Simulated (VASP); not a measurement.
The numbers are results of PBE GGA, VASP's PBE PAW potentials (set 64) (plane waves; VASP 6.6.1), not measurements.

A VASP calculation is set up with these files.

### POSCAR
```
Zn4O3S
11.8730430
  0.2883453170  -0.4999999909   0.0020081678
  0.1444199530   0.2501427530  -0.0000000003
  0.0016144262  -0.0009320897   0.4670379467
Zn S O
4 1 3
direct
  0.3345108194   0.3345098194   0.4547911023
  0.1340348706   0.6340358706   0.0222674129
  0.8311521739   0.3311511739   0.5148510274
  0.6974061907   0.6974061907   0.0183838720
  0.3389560316   0.3389550316   0.8719962772
  0.1555603435   0.6555613435   0.3798831657
  0.8293959698   0.3293949698   0.8828647554
  0.6789856003   0.6789856002   0.3829623871
```

### KPOINTS
```
k-points along high-symmetry lines
9
Line-mode
Reciprocal
  0.000000   0.000000   0.000000 ! GAMMA
  0.500000  -0.500000   0.000000 ! Z

  0.500000  -0.500000   0.000000 ! Z
  1.000000  -0.500000   0.000000 ! D

  1.000000  -0.500000   0.000000 ! D
  0.500000   0.000000   0.000000 ! B

  0.500000   0.000000   0.000000 ! B
  0.000000   0.000000   0.000000 ! GAMMA

  0.000000   0.000000   0.000000 ! GAMMA
  0.500000   0.000000  -0.500000 ! A

  0.500000   0.000000  -0.500000 ! A
  1.000000  -0.500000  -0.500000 ! E

  1.000000  -0.500000  -0.500000 ! E
  0.500000  -0.500000   0.000000 ! Z

  0.500000  -0.500000   0.000000 ! Z
  0.500000  -0.500000  -0.500000 ! C_2

  0.500000  -0.500000  -0.500000 ! C_2
  0.000000   0.000000  -0.500000 ! Y_2

  0.000000   0.000000  -0.500000 ! Y_2
  0.000000   0.000000   0.000000 ! GAMMA
```

INCAR:
```
SYSTEM = Zn4O3S
PREC = Accurate
ENCUT = 500
EDIFF = 1E-6
NELM = 100
ALGO = Normal
LREAL = .FALSE.
LASPH = .TRUE.
ISMEAR = 0
SIGMA = 0.05
GGA = PE
LMAXMIX = 4
LWAVE = .FALSE.
LCHARG = .FALSE.
ICHARG = 11
```

POTCAR, in this order: Zn S O (PBE.64 set). Program: vasp_std. Read from the step before: CHGCAR.

Output of the run:

**OSZICAR**
```
       N       E                     dE             d eps       ncg     rms          rms(c)
DAV:   1     0.670516965200E+03    0.67052E+03   -0.34344E+04  7740   0.226E+03
DAV:   2     0.676330997901E+02   -0.60288E+03   -0.58509E+03  7804   0.514E+02
DAV:   3    -0.276455398600E+02   -0.95279E+02   -0.93630E+02  8409   0.182E+02
DAV:   4    -0.326096065828E+02   -0.49641E+01   -0.49151E+01  9053   0.422E+01
DAV:   5    -0.326827328001E+02   -0.73126E-01   -0.73001E-01  9046   0.499E+00
DAV:   6    -0.326841323675E+02   -0.13996E-02   -0.13990E-02  9024   0.640E-01
DAV:   7    -0.326841743034E+02   -0.41936E-04   -0.41926E-04  9097   0.102E-01
DAV:   8    -0.326841759611E+02   -0.16577E-05   -0.16573E-05  8642   0.186E-02
DAV:   9    -0.326841760281E+02   -0.67024E-07   -0.67003E-07  6521   0.375E-03
   1 F= -.32684176E+02 E0= -.32683977E+02  d E =-.398421E-03
```

OUTCAR:
```
 val. band max:        1.9462824298   @ k =   0.0000   0.0000   0.0000

 cond. band min:       2.0915265194   @ k =   0.0000   0.0000   0.0000



 k-point     1 :       0.0000    0.0000    0.0000
  band No.  band energies     occupation
      1     -16.2170      2.00000
      2     -15.8336      2.00000
      3     -15.6385      2.00000
      4     -10.9345      2.00000
      5      -4.5588      2.00000
      6      -4.4600      2.00000
      7      -4.4576      2.00000
      8      -4.3959      2.00000
      9      -4.3404      2.00000
     10      -4.2698      2.00000
     11      -4.2492      2.00000
     12      -4.1663      2.00000
     13      -4.0257      2.00000
     14      -3.9576      2.00000
     15      -3.8598      2.00000
     16      -3.7863      2.00000
     17      -3.6844      2.00000
     18      -3.6630      2.00000
     19      -3.5602      2.00000
     20      -3.5426      2.00000
     21      -3.4765      2.00000
     22      -3.4527      2.00000
     23      -3.3630      2.00000
     24      -3.2994      2.00000
     25      -3.1852      2.00000
     26      -2.8108      2.00000
     27      -2.1166      2.00000
     28      -1.5929      2.00000
     29      -0.9628      2.00000
     30      -0.1473      2.00000
     31       0.1390      2.00000
     32       0.3323      2.00000
     33       0.5801      2.00000
     34       1.1360      2.00000
     35       1.3240      2.00000
     36       1.9463      1.96916
     37       2.0915      0.05130
     38       4.9407      0.00000
     39       6.9405      0.00000
     40       7.3896      0.00000
     41       7.8283      0.00000
     42       8.7457      0.00000
     43       9.5317      0.00000

 k-point     2 :       0.0625   -0.0625    0.0000
  band No.  band energies     occupation
      1     -16.2067      2.00000
      2     -15.8279      2.00000
      3     -15.6364      2.00000
      4     -10.9167      2.00000
      5      -4.5475      2.00000
      6      -4.4687      2.00000
...
```

The density is held fixed in this step, so its total energy and stress have no physical meaning.

The structure was generated: Zn4O3S was put into an ordered model structure (Pm), which need not be its known phase. It was relaxed first.
